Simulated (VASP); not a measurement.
VASP ran on this input.

File KPOINTS:
```
Automatic mesh
0
Gamma
12 12 12
0 0 0
```

INCAR:
```
SYSTEM = W
PREC = Accurate
ENCUT = 400
EDIFF = 1E-6
NELM = 100
ALGO = Normal
LREAL = .FALSE.
LASPH = .TRUE.
ISMEAR = 1
SIGMA = 0.1
GGA = PE
LMAXMIX = 6
LWAVE = .FALSE.
LCHARG = .FALSE.
ISIF = 2
```

File POSCAR:
```
W
1
    1.5800000000    -1.5800000000     1.5800000000
   -1.5800000000     1.5800000000     1.5800000000
    1.5800000000     1.5800000000    -1.5800000000
W
1
Direct
  0.0000000000   0.0000000000   0.0000000000
```

POTCAR, in this order: W_sv (PBE.64 set). Program: vasp_std.

Output

### standard output
```
 -----------------------------------------------------------------------------
|                                                                             |
|     EEEEEEE  RRRRRR   RRRRRR   OOOOOOO  RRRRRR      ###     ###     ###     |
|     E        R     R  R     R  O     O  R     R     ###     ###     ###     |
|     E        R     R  R     R  O     O  R     R     ###     ###     ###     |
|     EEEEE    RRRRRR   RRRRRR   O     O  RRRRRR       #       #       #      |
|     E        R   R    R   R    O     O  R   R                               |
|     E        R    R   R    R   O     O  R    R      ###     ###     ###     |
|     EEEEEEE  R     R  R     R  OOOOOOO  R     R     ###     ###     ###     |
|                                                                             |
|     ERROR: the triple product of the basis vectors is negative exchange     |
|     two basis vectors                                                       |
|                                                                             |
|       ---->  I REFUSE TO CONTINUE WITH THIS SICK JOB ... BYE!!! <----       |
|                                                                             |
 -----------------------------------------------------------------------------
```

Question: Read input and log: which fault does this run have?
A. LEPSILON was set for a metal
B. POTIM is too large for the ionic optimiser
C. LEPSILON was set with a meta-GGA
D. the lattice vectors form a left-handed set

Answer: D, the lattice vectors form a left-handed set. VASP stops with an error: ERROR: the triple product of the basis vectors is negative exchange two basis vectors ----> I REFUSE TO CONTINUE WITH THIS SICK JOB ... BYE!!! <----

To mend it, correct POSCAR.
**POSCAR**
```
W
1
   -1.5800000000     1.5800000000     1.5800000000
    1.5800000000    -1.5800000000     1.5800000000
    1.5800000000     1.5800000000    -1.5800000000
W
1
Direct
  0.0000000000   0.0000000000   0.0000000000
```
The mended run (PBE GGA, plane waves, VASP's PBE PAW potentials (set 64)) converges, and its OSZICAR ends with
```
   1 F= -.12944967E+02 E0= -.12944691E+02  d E =-.829559E-03
```

The compound is W in the bcc structure. The cell was not relaxed at this level.
